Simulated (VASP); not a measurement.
Computed with optB86b-vdW, VASP's PBE PAW potentials (set 64) (plane waves; VASP).

The input files of a VASP run:

KPOINTS:
```
Automatic mesh
0
Gamma
10 10 10
0 0 0
```

POSCAR:
```
MgS
1
    0.0000000000     2.5977060635     2.5977060635
    2.5977060635     0.0000000000     2.5977060635
    2.5977060635     2.5977060635     0.0000000000
Mg S
1 1
Direct
  0.0000000000   0.0000000000   0.0000000000
  0.5000000000   0.5000000000   0.5000000000
```

**INCAR**
```
! general
SYSTEM   = MgS
PREC     = Accurate
ENCUT    = 520
LREAL    = F
LASPH    = T   ! aspherical one-centre terms

! electronic loop
EDIFF    = 1E-7
NELM     = 100   ! most electronic steps
ALGO     = Normal   ! blocked Davidson

! smearing
ISMEAR   = -5   ! tetrahedra, Bloechl

! functional
GGA      = MK
LUSE_VDW = T
AGGAC    = 0.0
PARAM1   = 0.1234
PARAM2   = 1.0

! ions
ISIF     = 2   ! forces and stress, cell fixed

! output
LWAVE    = F
LCHARG   = T
LORBIT   = 11
NEDOS    = 601
```

POTCAR, in this order: Mg S (PBE.64 set). Program: vasp_std.

Task: Predict the energy per atom (σ→0), band gap (on the k-mesh).

Result: 
The energy per atom (σ→0) is -282.0 kJ/mol of atoms and the band gap (on the k-mesh) is 2.83 eV.

File OSZICAR:
```
...
DAV:   7    -0.584464379609E+01    0.33750E-01   -0.23453E-01  1008   0.262E+00    0.244E+00
DAV:   8    -0.584654023196E+01   -0.18964E-02   -0.14589E-02   816   0.112E+00    0.100E+00
DAV:   9    -0.584635920908E+01    0.18102E-03   -0.63916E-04   960   0.214E-01    0.277E-01
DAV:  10    -0.584640603503E+01   -0.46826E-04   -0.15635E-04  1088   0.868E-02    0.160E-02
DAV:  11    -0.584640323621E+01    0.27988E-05   -0.24101E-05   856   0.260E-02    0.630E-03
DAV:  12    -0.584640339268E+01   -0.15647E-06   -0.56626E-07   992   0.653E-03    0.860E-04
DAV:  13    -0.584640343071E+01   -0.38035E-07   -0.37555E-08   520   0.155E-03
   1 F= -.58464034E+01 E0= -.58464034E+01  d E =0.000000E+00
```

The compound is MgS in the rock salt structure. It was relaxed first.
